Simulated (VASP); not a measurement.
An input for Ansatz (written as the equivalent of a VASP run, and not itself run):

Ansatz 0.2 input:
```yaml
crystal:
  lattice:
    - [4.7003214, 0.0000000, 0.0000000]
    - [0.0000000, 4.7003214, 0.0000000]
    - [0.0000000, 0.0000000, 4.7003214]
  atoms:
    - { symbol: Si, position: [0.1614167, 0.3385833, 0.6614167] }
    - { symbol: Si, position: [0.6614167, 0.1614167, 0.3385833] }
    - { symbol: Si, position: [0.8385833, 0.8385833, 0.8385833] }
    - { symbol: Si, position: [0.3385833, 0.6614167, 0.1614167] }
    - { symbol: Ru, position: [0.8686834, 0.6313166, 0.3686834] }
    - { symbol: Ru, position: [0.3686834, 0.8686834, 0.6313166] }
    - { symbol: Ru, position: [0.1313166, 0.1313166, 0.1313166] }
    - { symbol: Ru, position: [0.6313166, 0.3686834, 0.8686834] }
kpoints:
  mp_grid: { grid: [5, 5, 5] }
hamiltonian:
  xc: pbe
  pseudopotentials: { kind: paw }
scf:
  occupations: { method: gaussian, width: 0.05 }
  max_iter: 100
relax:
  max_steps: 40
  f_tol: 0.02
  cell: { p_target: 10 }
output: { forces: true, stress: true, eigenvalues: true }
```

Problem. Translate this input to VASP (INCAR, KPOINTS, POSCAR, choice of POTCAR).

Solution. This is not unique; one that fits is 
**POSCAR**
```
RuSi
1.0
  4.7003214418   0.0000000000   0.0000000000
  0.0000000000   4.7003214418   0.0000000000
  0.0000000000   0.0000000000   4.7003214418
Si Ru
4 4
Cart
  0.7587105213   1.5914501996   3.1088712422
  3.1088712422   0.7587105213   1.5914501996
  3.9416109205   3.9416109205   3.9416109205
  1.5914501996   3.1088712422   0.7587105213
  4.0830912718   2.9673908909   1.7329305509
  1.7329305509   4.0830912718   2.9673908909
  0.6172301700   0.6172301700   0.6172301700
  2.9673908909   1.7329305509   4.0830912718
```

**INCAR**
```
ALGO = Normal
EDIFF = 1E-6
EDIFFG = -0.02
ENCUT = 500
GGA = PE
IBRION = 2
ISIF = 3
ISMEAR = 0
LASPH = T
LCHARG = F
LMAXMIX = 4
LREAL = F
LWAVE = F
NELM = 100
NSW = 40
PREC = Accurate
PSTRESS = 100
SIGMA = 0.05
SYSTEM = RuSi
```

**KPOINTS**
```
Automatic mesh
0
Gamma
5 5 5
0 0 0
```

POTCAR, in this order: Si Ru_pv (PBE.64 set). Program: vasp_std.

What does not carry over: each code has its own PAW files, so the cut-off isn't converted (ENCUT is set for VASP's; basis.ecutwfc is left out, and Ansatz then takes the one that its files recommend); Ansatz stops its SCF on the density residual and VASP on the energy change (EDIFF).

The compound is RuSi in the B20 structure. This run relaxes it under an external pressure of 10 GPa. Symmetry was kept, so distortions that lower it aren't found.
